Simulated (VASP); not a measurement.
# ZnAu: structure and properties in VASP, part 4 of 4

Wanted: the relaxed cell of ZnAu and its properties. The start is a cell from a database of measured crystal structures.

VASP 6.6.1; LDA; plane waves and PAW (Zn, Au).

Still holding for the runs below: This run has no spin polarisation. Its electron count is odd, so without a moment it is a metal by construction. The k-mesh is coarse for a metal.

So far. Step 7 (Vibrations at Γ (LDA)): The three acoustic modes lie within 0.8 cm⁻¹ of zero, and all others are real. By the characters of their eigenvectors the optical modes sort into (cm⁻¹) infrared active: T1u 151. Step 8 (Volume scan with LDA, volume scale 0.94): The pressure here is 11.33 GPa.

### 9. Volume scan with LDA, volume scale 0.96

INCAR

```
SYSTEM = ZnAu
PREC = Accurate
ENCUT = 400
EDIFF = 1E-06
NELM = 100
ISMEAR = 1
SIGMA = 0.2
LREAL = .FALSE.
ALGO = Normal
GGA = CA
NBANDS = 17
LASPH = .TRUE.
LORBIT = 11
LWAVE = .FALSE.
LCHARG = .FALSE.
KPAR = 2
ISIF = 2
```

POSCAR

```
ZnAu
1.0
    3.0563857296      0.0000000000      0.0000000000
    0.0000000000      3.0563857296      0.0000000000
    0.0000000000      0.0000000000      3.0563857296
Zn Au
1 1
Direct
    0.5000000000      0.5000000000      0.5000000000
    0.0000000000      0.0000000000      0.0000000000
```

KPOINTS

```
Automatic mesh
0
Gamma
6 6 6
0 0 0
```

PAW data sets: Zn and Au (LDA family, release 64).

Run with:

```console
mpirun -np 2 vasp_std
```

Log:

```text
[... set-up lines as in an earlier step ...]
 entering main loop
       N       E                     dE             d eps       ncg     rms          rms(c)
DAV:   1     0.109585961906E+03    0.10959E+03   -0.10042E+04   721   0.150E+03
DAV:   2    -0.341566530554E+01   -0.11300E+03   -0.10886E+03   698   0.287E+02
DAV:   3    -0.725089065256E+01   -0.38352E+01   -0.38129E+01   744   0.616E+01
DAV:   4    -0.728099715831E+01   -0.30107E-01   -0.30101E-01   795   0.465E+00
DAV:   5    -0.728129289235E+01   -0.29573E-03   -0.29572E-03   738   0.487E-01    0.110E+01
DAV:   6    -0.673988163935E+01    0.54141E+00   -0.14900E+00   726   0.140E+01    0.658E+00
DAV:   7    -0.669911478608E+01    0.40767E-01   -0.41917E-02   937   0.424E+00    0.327E+00
DAV:   8    -0.668749535261E+01    0.11619E-01   -0.89544E-03   747   0.102E+00    0.135E-01
DAV:   9    -0.668747264400E+01    0.22709E-04   -0.27392E-04   862   0.384E-01    0.598E-02
DAV:  10    -0.668747578737E+01   -0.31434E-05   -0.32572E-05   729   0.546E-02    0.207E-02
DAV:  11    -0.668747516602E+01    0.62136E-06   -0.10474E-06   499   0.116E-02
   1 F= -.66874752E+01 E0= -.66855683E+01  d E =-.572064E-02
```

Wall time 2 s (2 MPI ranks of Intel Xeon 6975P-C (Granite Rapids), shared host); peak memory 0.22 GiB; 2.9 s of CPU time.

Parts of OUTCAR (step 9):

```text
   ENCUT  =  400.0 eV  29.40 Ry    5.42 a.u.   4.98  4.98  4.98*2*pi/ulx,y,z

   NELECT =      23.0000    total number of electrons

 E-fermi :   8.1786

 k-point     1 :       0.0000    0.0000    0.0000
  band No.  band energies     occupation
    ...
      7       2.2479      2.00000
      8       2.2479      2.00000
      9       4.1310      2.00000
     10       4.1310      2.00000
     11       4.1310      2.00000
     12      13.0893      0.00000
     13      13.0893      0.00000
     14      13.0893      0.00000
     15      17.9238      0.00000
     16      20.9195      0.00000
    ...

  Total        1.2527975      1.2527975      1.2527975     -0.0000000     -0.0000000      0.0000000
  in kB       70.3018829     70.3018829     70.3018829     -0.0000000     -0.0000000      0.0000000
  external PRESSURE =      70.3018829 kB  Pullay stress =       0.0000000 kB

 POSITION                                       TOTAL-FORCE (eV/Angst)
 -----------------------------------------------------------------------------------
      1.52819      1.52819      1.52819         0.000000      0.000000      0.000000
      0.00000      0.00000      0.00000         0.000000      0.000000      0.000000
 -----------------------------------------------------------------------------------
    total drift:                               -0.000000      0.000000     -0.000000

  FREE ENERGIE OF THE ION-ELECTRON SYSTEM (eV)
  ---------------------------------------------------
  free  energy   TOTEN  =        -6.6874751660 eV

  energy  without entropy=       -6.6817545280  energy(sigma->0) =       -6.68556829

[... 4 parts as in an earlier step ...]

[... 12 further parts left out ...]
```

Numbers from this step:

```
free energy (TOTEN)     : -6.687 eV
energy at zero smearing : -6.686 eV
Fermi energy            : 8.179 eV
pressure                : 7.030 GPa
```

The pressure falls from 11.33 to 7.03 GPa.

The run ends at a pressure of 7.03 GPa.

### 10. Volume scan with LDA, volume scale 0.98

INCAR is that of step 9.

POSCAR

```
ZnAu
1.0
    3.0774649179      0.0000000000      0.0000000000
    0.0000000000      3.0774649179      0.0000000000
    0.0000000000      0.0000000000      3.0774649179
Zn Au
1 1
Direct
    0.5000000000      0.5000000000      0.5000000000
    0.0000000000      0.0000000000      0.0000000000
```

KPOINTS is that of step 9.

Run with:

```console
mpirun -np 2 vasp_std
```

Log:

```text
[... set-up lines as in an earlier step ...]
 entering main loop
       N       E                     dE             d eps       ncg     rms          rms(c)
DAV:   1     0.110830123526E+03    0.11083E+03   -0.99258E+03   712   0.150E+03
DAV:   2    -0.330739907756E+01   -0.11414E+03   -0.10938E+03   698   0.288E+02
DAV:   3    -0.726479293433E+01   -0.39574E+01   -0.39391E+01   756   0.629E+01
DAV:   4    -0.729336589480E+01   -0.28573E-01   -0.28568E-01   778   0.460E+00
[...]
DAV:   9    -0.670784469956E+01    0.20673E-04   -0.30519E-04   845   0.361E-01    0.624E-02
DAV:  10    -0.670784631547E+01   -0.16159E-05   -0.36113E-05   740   0.585E-02    0.203E-02
DAV:  11    -0.670784568211E+01    0.63336E-06   -0.15792E-06   506   0.150E-02
   1 F= -.67078457E+01 E0= -.67053735E+01  d E =-.741665E-02
```

It took 1.8 s on 2 MPI ranks; peak memory 0.22 GiB.

Parts of OUTCAR (step 10):

```text
  Total        0.5904287      0.5904287      0.5904287     -0.0000000     -0.0000000     -0.0000000
  in kB       32.4562751     32.4562751     32.4562751     -0.0000000     -0.0000000     -0.0000000
  external PRESSURE =      32.4562751 kB  Pullay stress =       0.0000000 kB

 POSITION                                       TOTAL-FORCE (eV/Angst)
 -----------------------------------------------------------------------------------
      1.53873      1.53873      1.53873         0.000000      0.000000      0.000000
      0.00000      0.00000      0.00000         0.000000      0.000000      0.000000
 -----------------------------------------------------------------------------------
    total drift:                               -0.000000      0.000000     -0.000000

  FREE ENERGIE OF THE ION-ELECTRON SYSTEM (eV)
  ---------------------------------------------------
  free  energy   TOTEN  =        -6.7078456821 eV

  energy  without entropy=       -6.7004290273  energy(sigma->0) =       -6.70537346

[... 1 part as in an earlier step ...]

[... 2 further parts left out ...]
[key lines of the parts left out:]
E-fermi :   7.8835
```

The pressure falls from 7.03 to 3.25 GPa.

The run ends at a pressure of 3.25 GPa.

### 11. Volume scan with LDA, volume scale 1

INCAR is that of step 10.

POSCAR

```
ZnAu
1.0
    3.0982592306      0.0000000000      0.0000000000
    0.0000000000      3.0982592306      0.0000000000
    0.0000000000      0.0000000000      3.0982592306
Zn Au
1 1
Direct
    0.5000000000      0.5000000000      0.5000000000
    0.0000000000      0.0000000000      0.0000000000
```

KPOINTS is that of step 10.

Run with:

```console
mpirun -np 2 vasp_std
```

Log:

```text
[... set-up lines as in an earlier step ...]
 entering main loop
       N       E                     dE             d eps       ncg     rms          rms(c)
DAV:   1     0.104263174170E+03    0.10426E+03   -0.10076E+04   728   0.149E+03
DAV:   2    -0.372029732616E+01   -0.10798E+03   -0.10471E+03   717   0.277E+02
DAV:   3    -0.726566237430E+01   -0.35454E+01   -0.35291E+01   749   0.580E+01
DAV:   4    -0.729225247695E+01   -0.26590E-01   -0.26582E-01   767   0.449E+00
[...]
DAV:   9    -0.671517700272E+01    0.21337E-04   -0.32018E-04   874   0.354E-01    0.655E-02
DAV:  10    -0.671517686102E+01    0.14170E-06   -0.41598E-05   726   0.640E-02    0.190E-02
DAV:  11    -0.671517629849E+01    0.56253E-06   -0.17215E-06   542   0.158E-02
   1 F= -.67151763E+01 E0= -.67122868E+01  d E =-.866837E-02
```

Elapsed: 2.2 s, on 2 MPI ranks; peak memory 0.22 GiB; 3.4 s of CPU time.

From OUTCAR (step 11):

```text
  Total       -0.0092301     -0.0092301     -0.0092301      0.0000000      0.0000000     -0.0000000
  in kB       -0.4972385     -0.4972385     -0.4972385      0.0000000      0.0000000     -0.0000000
  external PRESSURE =      -0.4972385 kB  Pullay stress =       0.0000000 kB

  FREE ENERGIE OF THE ION-ELECTRON SYSTEM (eV)
  ---------------------------------------------------
  free  energy   TOTEN  =        -6.7151762985 eV

  energy  without entropy=       -6.7065079287  energy(sigma->0) =       -6.71228684

[... 3 parts as in an earlier step ...]

[... 1 further part left out ...]
[key lines of the parts left out:]
E-fermi :   7.6010
```

The pressure falls from 3.25 to -0.05 GPa.

The run ends at a pressure of -0.05 GPa.

### 12. Volume scan with LDA, volume scale 1.02

INCAR is that of step 11.

POSCAR

```
ZnAu
1.0
    3.1187781016      0.0000000000      0.0000000000
    0.0000000000      3.1187781016      0.0000000000
    0.0000000000      0.0000000000      3.1187781016
Zn Au
1 1
Direct
    0.5000000000      0.5000000000      0.5000000000
    0.0000000000      0.0000000000      0.0000000000
```

KPOINTS is that of step 11.

Run with:

```console
mpirun -np 2 vasp_std
```

Log:

```text
[... set-up lines as in an earlier step ...]
 entering main loop
       N       E                     dE             d eps       ncg     rms          rms(c)
DAV:   1     0.108218231547E+03    0.10822E+03   -0.99547E+03   720   0.147E+03
DAV:   2    -0.344553989689E+01   -0.11166E+03   -0.10688E+03   697   0.285E+02
DAV:   3    -0.725136293065E+01   -0.38058E+01   -0.37890E+01   794   0.600E+01
DAV:   4    -0.727928501846E+01   -0.27922E-01   -0.27914E-01   729   0.445E+00
[...]
DAV:   9    -0.671113246282E+01    0.20849E-04   -0.33961E-04   858   0.346E-01    0.681E-02
DAV:  10    -0.671113063921E+01    0.18236E-05   -0.46139E-05   733   0.694E-02    0.178E-02
DAV:  11    -0.671113008502E+01    0.55419E-06   -0.22359E-06   573   0.217E-02
   1 F= -.67111301E+01 E0= -.67079987E+01  d E =-.939412E-02
```

It took 2 s on 2 MPI ranks; peak memory 0.22 GiB; 2.9 s of CPU time.

Parts of OUTCAR (step 12):

```text
  Total       -0.5597856     -0.5597856     -0.5597856     -0.0000000      0.0000000     -0.0000000
  in kB      -29.5650661    -29.5650661    -29.5650661     -0.0000000      0.0000000     -0.0000000
  external PRESSURE =     -29.5650661 kB  Pullay stress =       0.0000000 kB

 POSITION                                       TOTAL-FORCE (eV/Angst)
 -----------------------------------------------------------------------------------
      1.55939      1.55939      1.55939         0.000000      0.000000      0.000000
      0.00000      0.00000      0.00000         0.000000      0.000000      0.000000
 -----------------------------------------------------------------------------------
    total drift:                               -0.000000      0.000000     -0.000000

  FREE ENERGIE OF THE ION-ELECTRON SYSTEM (eV)
  ---------------------------------------------------
  free  energy   TOTEN  =        -6.7111300850 eV

  energy  without entropy=       -6.7017359617  energy(sigma->0) =       -6.70799871

[... 1 part as in an earlier step ...]

[... 2 further parts left out ...]
[key lines of the parts left out:]
E-fermi :   7.3297
```

The pressure falls from -0.05 to -2.96 GPa.

The run ends at a pressure of -2.96 GPa.

### 13. Volume scan with LDA, volume scale 1.04

INCAR is that of step 12.

POSCAR

```
ZnAu
1.0
    3.1390304750      0.0000000000      0.0000000000
    0.0000000000      3.1390304750      0.0000000000
    0.0000000000      0.0000000000      3.1390304750
Zn Au
1 1
Direct
    0.5000000000      0.5000000000      0.5000000000
    0.0000000000      0.0000000000      0.0000000000
```

KPOINTS is that of step 12.

Run with:

```console
mpirun -np 2 vasp_std
```

Log:

```text
[... set-up lines as in an earlier step ...]
 entering main loop
       N       E                     dE             d eps       ncg     rms          rms(c)
DAV:   1     0.101035720278E+03    0.10104E+03   -0.98789E+03   744   0.146E+03
DAV:   2    -0.369288403377E+01   -0.10473E+03   -0.99927E+02   690   0.271E+02
DAV:   3    -0.722974201149E+01   -0.35369E+01   -0.35154E+01   746   0.583E+01
DAV:   4    -0.725577776514E+01   -0.26036E-01   -0.26030E-01   774   0.427E+00
[...]
DAV:   9    -0.669681282808E+01    0.18335E-04   -0.35751E-04   841   0.333E-01    0.701E-02
DAV:  10    -0.669680897121E+01    0.38569E-05   -0.48443E-05   751   0.721E-02    0.171E-02
DAV:  11    -0.669680841679E+01    0.55442E-06   -0.27100E-06   625   0.228E-02
   1 F= -.66968084E+01 E0= -.66936113E+01  d E =-.959141E-02
```

Wall time 2 s (2 MPI ranks); peak memory 0.22 GiB.

From OUTCAR (step 13):

```text
  Total       -1.0622527     -1.0622527     -1.0622527      0.0000000     -0.0000000      0.0000000
  in kB      -55.0239564    -55.0239564    -55.0239564      0.0000000     -0.0000000      0.0000000
  external PRESSURE =     -55.0239564 kB  Pullay stress =       0.0000000 kB

 POSITION                                       TOTAL-FORCE (eV/Angst)
 -----------------------------------------------------------------------------------
      1.56952      1.56952      1.56952         0.000000      0.000000      0.000000
      0.00000      0.00000      0.00000         0.000000      0.000000      0.000000
 -----------------------------------------------------------------------------------
    total drift:                               -0.000000      0.000000     -0.000000

  FREE ENERGIE OF THE ION-ELECTRON SYSTEM (eV)
  ---------------------------------------------------
  free  energy   TOTEN  =        -6.6968084168 eV

  energy  without entropy=       -6.6872170032  energy(sigma->0) =       -6.69361128

[... 1 part as in an earlier step ...]

[... 2 further parts left out ...]
[key lines of the parts left out:]
E-fermi :   7.0687
```

The pressure falls from -2.96 to -5.50 GPa.

The run ends at a pressure of -5.50 GPa.

### 14. Volume scan with LDA, volume scale 1.06

A prediction first. A parabola through the 6 pressures of evenly scaled cells so far, P = -0.07 -155.9 t +453 t² GPa with t = ln(V/V₁) and V₁ the volume at scale 1, gives -7.61 GPa at t = +0.0583.

INCAR is that of step 13.

POSCAR

```
ZnAu
1.0
    3.1590248387      0.0000000000      0.0000000000
    0.0000000000      3.1590248387      0.0000000000
    0.0000000000      0.0000000000      3.1590248387
Zn Au
1 1
Direct
    0.5000000000      0.5000000000      0.5000000000
    0.0000000000      0.0000000000      0.0000000000
```

KPOINTS is that of step 13.

Run with:

```console
mpirun -np 2 vasp_std
```

Log:

```text
[... set-up lines as in an earlier step ...]
 entering main loop
       N       E                     dE             d eps       ncg     rms          rms(c)
DAV:   1     0.104190596906E+03    0.10419E+03   -0.99021E+03   728   0.145E+03
DAV:   2    -0.382072144103E+01   -0.10801E+03   -0.10395E+03   721   0.276E+02
DAV:   3    -0.719603430013E+01   -0.33753E+01   -0.33518E+01   744   0.569E+01
DAV:   4    -0.722323855038E+01   -0.27204E-01   -0.27199E-01   752   0.454E+00
[...]
DAV:   9    -0.667374148730E+01    0.15309E-04   -0.37314E-04   849   0.322E-01    0.726E-02
DAV:  10    -0.667373559938E+01    0.58879E-05   -0.49604E-05   758   0.744E-02    0.161E-02
DAV:  11    -0.667373501912E+01    0.58026E-06   -0.33926E-06   723   0.268E-02
   1 F= -.66737350E+01 E0= -.66706224E+01  d E =-.933778E-02
```

Run time: 2.2 s. Hardware: 2 MPI ranks; peak memory 0.24 GiB.

From OUTCAR (step 14):

```text
  Total       -1.5188368     -1.5188368     -1.5188368     -0.0000000      0.0000000     -0.0000000
  in kB      -77.1902735    -77.1902735    -77.1902735     -0.0000000      0.0000000     -0.0000000
  external PRESSURE =     -77.1902735 kB  Pullay stress =       0.0000000 kB

 POSITION                                       TOTAL-FORCE (eV/Angst)
 -----------------------------------------------------------------------------------
      1.57951      1.57951      1.57951         0.000000      0.000000      0.000000
      0.00000      0.00000      0.00000         0.000000      0.000000      0.000000
 -----------------------------------------------------------------------------------
    total drift:                                0.000000      0.000000     -0.000000

  FREE ENERGIE OF THE ION-ELECTRON SYSTEM (eV)
  ---------------------------------------------------
  free  energy   TOTEN  =        -6.6737350191 eV

  energy  without entropy=       -6.6643972379  energy(sigma->0) =       -6.67062243

[... 1 part as in an earlier step ...]

[... 2 further parts left out ...]
[key lines of the parts left out:]
E-fermi :   6.8169
```

The pressure falls from -5.50 to -7.72 GPa. The parabola predicted -7.61 GPa, +0.11 GPa off.

### 15. Comparing the runs

Times are for 2 MPI ranks of Intel Xeon 6975P-C (Granite Rapids), shared host. Results by setting:

```csv
no.,volume scale,energy above the lowest point (meV/atom),pressure (GPa),time,memory (GiB)
1,0.94,30.79,11.33,2.4 s,0.22
2,0.96,13.36,7.030,2 s,0.22
3,0.98,3.46,3.246,1.8 s,0.22
4,1,0,-0.04972,2.2 s,0.22
5,1.02,2.14,-2.957,2 s,0.22
6,1.04,9.34,-5.502,2 s,0.22
7,1.06,20.83,-7.719,2.2 s,0.24
```

### 16. Fit for LDA

This step: Birch-Murnaghan fit, LDA; plane waves and PAW (VASP 6.6.1).

Derived from the runs above.

Numbers from this step:

| Quantity | Value |
| --- | --- |
| pressure derivative of the bulk modulus | 5.755 |
| r.m.s. error of the fit | 2.36e-5 eV/atom |
| minimum inside the sampled range | yes |
| bulk modulus | 151.1 GPa |
| equilibrium volume of the fit | 14.90 Å³/atom |

Energy above the fitted minimum against volume:

```csv
volume (Å³/atom),energy above the fitted minimum (eV/atom)
13.978,0.0308
14.276,0.0134
14.573,0.00351
14.870,5.4e-5
15.168,0.00220
15.465,0.00939
15.763,0.0209
```

The fitted volume lies +0.18 % from the relaxed one. At a finite cutoff and mesh the minimum of the energy and the zero of the stress don't quite coincide, and the relaxation stops at a threshold.

### 17. Summary of results

| Property | Result |
| --- | --- |
| relaxed volume | 14.87 Å³/atom |
| relaxed conventional cell a, b, c | 3.098, 3.098, 3.098 Å |
| space group after relaxing, within 0.02 Å | Pm-3m (No. 221) |
| band gap | none, a metal |
| DOS at the Fermi level | 0.535 states/eV/cell |
| highest zone-centre mode | 151 cm⁻¹ |
| bulk modulus from the fit | 151 GPa |
| volume from the fit | 14.9 Å³/atom |

With LDA, ZnAu relaxes to 14.87 Å³/atom in space group Pm-3m (held by the symmetry of the run), comes out as a metal and has a bulk modulus of 151 GPa. Against the listed cell the volume lies -4.6 %. Bands along the symmetry lines (LDA): Of the bands kept, 2 cross the Fermi level on this path. Vibrations at Γ (LDA): The highest mode in this list at Γ, 151.2 cm⁻¹, is mostly motion of Zn (76 % of the kinetic energy). Spin-orbit coupling is left out, and with elements this heavy it would split and shift bands near the Fermi level. The k-sampling is coarse for a metal, so the Fermi level, pressures and the shape of the cell carry errors. With an odd electron count and no spin the cell is a metal by construction. Modes at Γ alone can't show that the crystal is stable at other wave vectors. No search among competing phases was made, and a listed structure need not be the one stable at ambient conditions. All values are for a static lattice at zero temperature.

[Lines on the potential files, build, host, timing and source positions are cut from VASP's logs without a mark.]

[Logs are printed without paths, hosts, clocks, repeated set-up lines and the standing remarks that a program may print on its own settings, such as how far it seeks lower states.]

[Hosts, paths, dates, database ids (printed as entryN), source tags and the programs' standing remarks are cut or masked in the printed files.]

[A measured line is paired with the nearest computed mode of its activity, which favours agreement.]
